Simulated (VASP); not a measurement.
OSZICAR of a VASP run on ZrC (rock salt):

File OSZICAR:
```
       N       E                     dE             d eps       ncg     rms          rms(c)
DAV:   1     0.123449191250E+03    0.12345E+03   -0.97841E+03  1728   0.151E+03
DAV:   2    -0.160021800515E+02   -0.13945E+03   -0.13110E+03  2000   0.354E+02
DAV:   3    -0.226582971844E+02   -0.66561E+01   -0.64313E+01  2508   0.689E+01
DAV:   4    -0.229285496313E+02   -0.27025E+00   -0.27009E+00  2308   0.130E+01
DAV:   5    -0.229344585378E+02   -0.59089E-02   -0.59085E-02  2432   0.172E+00    0.211E+01
DAV:   6    -0.196052302416E+02    0.33292E+01   -0.16637E+01  1944   0.284E+01    0.806E+00
DAV:   7    -0.194724425343E+02    0.13279E+00   -0.77856E-01  2028   0.713E+00    0.588E+00
DAV:   8    -0.194649369174E+02    0.75056E-02   -0.14094E-01  1852   0.358E+00    0.142E+00
DAV:   9    -0.194609087001E+02    0.40282E-02   -0.30895E-02  2168   0.120E+00    0.467E-01
DAV:  10    -0.194612414670E+02   -0.33277E-03   -0.20379E-03  1988   0.584E-01    0.353E-01
DAV:  11    -0.194610599608E+02    0.18151E-03   -0.69343E-04  1948   0.215E-01    0.174E-02
DAV:  12    -0.194610584845E+02    0.14763E-05   -0.11715E-05  2516   0.387E-02    0.121E-02
DAV:  13    -0.194610580911E+02    0.39337E-06   -0.38237E-07  2092   0.639E-03    0.116E-03
DAV:  14    -0.194610581098E+02   -0.18673E-07   -0.19633E-08  1108   0.116E-03
   1 F= -.19298708E+02 E0= -.19298601E+02  d E =-.192987E+02
```

**Question.** Which electronic solver shows in the log?

**Answer.** It is blocked Davidson (ALGO = Normal, or the opening steps of other solvers). The INCAR had ALGO = Normal.

**Question.** Can the final energy be trusted as converged?

**Answer.** Self-consistency was reached. It stopped with EDIFF = 1E-7, NELM = 100, NSW = 40 and EDIFFG = -0.01 after 1 ionic step (PBE GGA, plane waves, VASP's PBE PAW potentials (set 64)).

The compound is ZrC in the rock salt structure. It was relaxed first under an external pressure of 1 GPa.
